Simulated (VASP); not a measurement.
A convergence study with VASP on CsI (CsCl type): one setting is varied, all else stays as given below, so the limit is that of these other settings.

```xyz
2
Lattice="4.5700 0.0000 0.0000 0.0000 4.5700 0.0000 0.0000 0.0000 4.5700" Properties=species:S:1:pos:R:3 pbc="T T T"
Cs     0.0000     0.0000     0.0000
I      2.2850     2.2850     2.2850
```

Level of theory: PBE GGA, VASP's PBE PAW potentials (set 64) (plane waves; VASP). The tightest run used: 550 eV cut-off, 11×11×11 Monkhorst-Pack mesh, Gaussian smearing of 0.050 eV, potentials Cs_sv I.

| setting | E (eV/atom) | pressure (GPa) | irreducible k-points |
|---|---|---|---|
| 1×1×1 mesh | -0.6847 | 14.17 | 1 |
| 2×2×2 mesh | -2.8053 | 0.08 | 1 |
| 3×3×3 mesh | -2.7045 | 0.85 | 4 |

Q: These are the cheaper rows. Estimate the results at 11×11×11 mesh, and how far the last row shown lies from them.

A: 
```json
[
 {"quantity": "E (eV/atom)", "tightest run": "-2.7142", "last row shown is off by": "0.0096"},
 {"quantity": "pressure (GPa)", "tightest run": "0.76", "last row shown is off by": "0.10"}
]
```

Left out are rungs that failed or repeat a setting and relaxations that didn't move; long series are thinned to 24 rows.

The compound is CsI in the CsCl type structure. The cell was not relaxed at this level.
